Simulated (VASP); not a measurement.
Given:

```yaml
crystal:
  lattice:
    - [3.01848, 0.00000, 0.00000]
    - [-1.50924, 2.61408, 0.00000]
    - [0.00000, 0.00000, 3.66687]
  atoms:
    - { symbol: Rh, position: [0.00000, 0.00000, 0.00000] }
    - { symbol: Ge, position: [0.66667, 0.33333, 0.50000] }
```

The numbers are results of PBEsol GGA, VASP's PBE PAW potentials (set 64) (plane waves; VASP), not measurements. Run with 400 eV cut-off, 16×16×11 Γ-centred mesh, tetrahedra with Blöchl corrections, potentials Rh_pv Ge_d.

Estimate the energy per atom (σ→0), band gap (on the k-mesh) with the smallest direct gap where there is one.

```yaml
band gap (on the k-mesh): none (metal, semimetal or under 0.01 eV)
energy per atom (σ→0): -6.967 eV/atom
```

The absolute energy has meaning only against runs of the same code, potentials and settings.

The structure was generated: GeRh was put into the WC type (P-6m2), which need not be its known phase. It was relaxed first, which changed the volume by -12 %. The electron count is odd and the run is not spin-polarised, which forces a metal.
